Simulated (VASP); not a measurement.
These are r2SCAN meta-GGA, VASP's PBE PAW potentials (set 64) (plane waves; VASP) values and carry that method's errors.

VASP input:

File POSCAR:
```
Er2Si3
1
    3.8567958486     0.0000000000     0.0000000000
    0.0000000000     3.9339605010     0.0000000000
    0.0000000000     0.0000000000     6.7637317654
Er Si
2 3
Direct
  0.0000000000   0.5000000000   0.0025360897
  0.5000000000   0.5000000000   0.4953622792
  0.5000000000   0.0000000000   0.8137063593
  0.5000000000   0.0000000000   0.1557675421
  0.0000000000   0.0000000000   0.3606277297
```

**KPOINTS**
```
Automatic mesh
0
Gamma
7 7 4
0 0 0
```

INCAR:
```
# general
SYSTEM =Er2Si3
PREC   =Accurate
ENCUT  =400
LREAL  =.FALSE.
LASPH  =.TRUE.

# electronic loop
EDIFF  =1E-6
NELM   =100
ALGO   =Normal
LMAXMIX=6
LMIXTAU=.TRUE.

# smearing
ISMEAR =1
SIGMA  =0.1

# functional
METAGGA=R2SCAN

# ions
IBRION =2
NSW    =60
ISIF   =3
EDIFFG =-0.02

# output
LWAVE  =.FALSE.
LCHARG =.FALSE.
```

POTCAR, in this order: Er_3 Si (PBE.64 set). Program: vasp_std.

The 4f electrons are frozen in the core of the lanthanide potential, so 4f levels, which can set the real gap, and their magnetism are missing.

Q: Predict the energy per atom (σ→0), band gap (on the k-mesh).

A: 
| Item | Value |
|---|---|
| energy per atom (σ→0) | -19.482 eV/atom |
| band gap (on the k-mesh) | none (metal, semimetal or under 0.01 eV) |

File OSZICAR:
```
...
DAV:  12    -0.974096583311E+02    0.71557E-03   -0.31472E-03  3104   0.570E-01    0.774E-02
DAV:  13    -0.974097950816E+02   -0.13675E-03   -0.35169E-03  2936   0.527E-01    0.617E-02
DAV:  14    -0.974104263567E+02   -0.63128E-03   -0.10933E-03  2768   0.282E-01    0.856E-02
DAV:  15    -0.974105120379E+02   -0.85681E-04   -0.92097E-05  2952   0.112E-01    0.198E-02
DAV:  16    -0.974105211257E+02   -0.90878E-05   -0.62826E-05  3408   0.760E-02    0.159E-02
DAV:  17    -0.974105204344E+02    0.69129E-06   -0.15570E-05  2896   0.357E-02    0.126E-02
DAV:  18    -0.974105209358E+02   -0.50139E-06   -0.86552E-06  2528   0.238E-02
   1 F= -.97410521E+02 E0= -.97410414E+02  d E =-.974105E+02
```

The structure comes from a computed database's Er2Si3 entry (Pmm2); how it stands against other phases isn't given here. It was relaxed first. The start is the result of an earlier pass.
